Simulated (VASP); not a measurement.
Level of theory: PBEsol GGA, VASP's PBE PAW potentials (set 64) (plane waves; VASP).

The input files of a VASP run:

### INCAR
```
GGA=PS   ! PBEsol
EDIFFG=-0.02
ISMEAR=1   ! Methfessel-Paxton
SYSTEM=Na
SIGMA=0.1   ! width (eV)
PREC=Accurate
ENCUT=500
LASPH=.True.   ! aspherical one-centre terms
EDIFF=1E-6   ! SCF stop (eV)
LREAL=.False.   ! projection in real space or not
ALGO=Normal   ! blocked Davidson
ISIF=3
NSW=40   ! most ionic steps
LWAVE=.False.
NELM=100
LCHARG=.False.
IBRION=2   ! conjugate gradients
```

### POSCAR
```
Na
1
   -2.0680655568     2.0680655568     2.0680655568
    2.0680655568    -2.0680655568     2.0680655568
    2.0680655568     2.0680655568    -2.0680655568
Na
1
Direct
  0.0000000000   0.0000000000   0.0000000000
```

### KPOINTS
```
Automatic mesh
0
Gamma
12 12 12
0 0 0
```

POTCAR, in this order: Na_pv (PBE.64 set). Program: vasp_std.

The resulting files:

**OSZICAR**
```
       N       E                     dE             d eps       ncg     rms          rms(c)
DAV:   1     0.181320431737E+02    0.18132E+02   -0.38159E+03  1022   0.809E+02
DAV:   2    -0.100325588385E+01   -0.19135E+02   -0.19134E+02  1022   0.133E+02
DAV:   3    -0.139552964141E+01   -0.39227E+00   -0.39223E+00  1379   0.275E+01
DAV:   4    -0.139829181002E+01   -0.27622E-02   -0.27621E-02  1190   0.195E+00
DAV:   5    -0.139833567481E+01   -0.43865E-04   -0.43865E-04  1351   0.216E-01    0.241E-01
DAV:   6    -0.139654065483E+01    0.17950E-02   -0.31982E-03  1141   0.111E+00    0.145E-01
DAV:   7    -0.139599710411E+01    0.54355E-03   -0.28422E-03  1078   0.934E-01    0.455E-02
DAV:   8    -0.139594353929E+01    0.53565E-04   -0.20282E-04  1092   0.346E-01    0.191E-03
DAV:   9    -0.139594375204E+01   -0.21275E-06   -0.81677E-07   784   0.137E-02
   1 F= -.13959438E+01 E0= -.13956874E+01  d E =-.139594E+01
       N       E                     dE             d eps       ncg     rms          rms(c)
DAV:   1    -0.139735572389E+01   -0.14122E-02   -0.40092E-02  1008   0.457E+00    0.239E-01
DAV:   2    -0.139646364998E+01    0.89207E-03   -0.10664E-03  1022   0.711E-01    0.121E-01
DAV:   3    -0.139617483894E+01    0.28881E-03   -0.53097E-04  1029   0.480E-01    0.116E-02
DAV:   4    -0.139615634297E+01    0.18496E-04   -0.19818E-05  1057   0.106E-01    0.103E-03
DAV:   5    -0.139615623485E+01    0.10811E-06   -0.56726E-08   567   0.481E-03
   2 F= -.13961562E+01 E0= -.13958991E+01  d E =-.212483E-03
       N       E                     dE             d eps       ncg     rms          rms(c)
DAV:   1    -0.140125338172E+01   -0.50970E-02   -0.16299E-01  1008   0.924E+00    0.480E-01
DAV:   2    -0.139765646291E+01    0.35969E-02   -0.42761E-03  1008   0.142E+00    0.243E-01
DAV:   3    -0.139648252105E+01    0.11739E-02   -0.21583E-03  1022   0.966E-01    0.230E-02
DAV:   4    -0.139640551066E+01    0.77010E-04   -0.82414E-05  1029   0.215E-01    0.215E-03
DAV:   5    -0.139640507288E+01    0.43778E-06   -0.23624E-07   553   0.921E-03
   3 F= -.13964051E+01 E0= -.13961465E+01  d E =-.461321E-03
```

OUTCAR:
```
------------------------ aborting loop because EDIFF is reached ----------------------------------------
  FORCE on cell =-STRESS in cart. coord.  units (eV):
  Direction    XX          YY          ZZ          XY          YZ          ZX
  --------------------------------------------------------------------------------------
  Total       -0.0045167     -0.0045167     -0.0045167     -0.0000000     -0.0000000      0.0000000
  in kB       -0.2011391     -0.2011391     -0.2011391     -0.0000000     -0.0000000      0.0000000
  external PRESSURE =      -0.2011391 kB  Pullay stress =       0.0000000 kB
  volume of cell :       35.98
      direct lattice vectors                 reciprocal lattice vectors
    -2.079657084  2.079657084  2.079657084     0.000000000  0.240424253  0.240424253
     2.079657084 -2.079657084  2.079657084     0.240424253  0.000000000  0.240424253
     2.079657084  2.079657084 -2.079657084     0.240424253  0.240424253  0.000000000
 POSITION                                       TOTAL-FORCE (eV/Angst)
 -----------------------------------------------------------------------------------
      0.00000      0.00000     -0.00000         0.000000      0.000000     -0.000000
 -----------------------------------------------------------------------------------
    total drift:                               -0.000000     -0.000000      0.000000
  FREE ENERGIE OF THE ION-ELECTRON SYSTEM (eV)
  ---------------------------------------------------
  free  energy   TOTEN  =        -1.3964050729 eV

  energy  without entropy=       -1.3956293938  energy(sigma->0) =       -1.39614651

 reached required accuracy - stopping structural energy minimisation
```
(Selected blocks of OUTCAR.)

### CONTCAR
```
Na
   1.00000000000000
    -2.0796570836633879    2.0796570836633879    2.0796570836633879
     2.0796570836633879   -2.0796570836633879    2.0796570836633879
     2.0796570836633879    2.0796570836633879   -2.0796570836633879
  Na
     1
Direct
     0.0000000000000000    0.0000000000000000    0.0000000000000000
```

The compound is Na in the bcc structure. This run relaxes it. Symmetry was kept, so distortions that lower it aren't found.
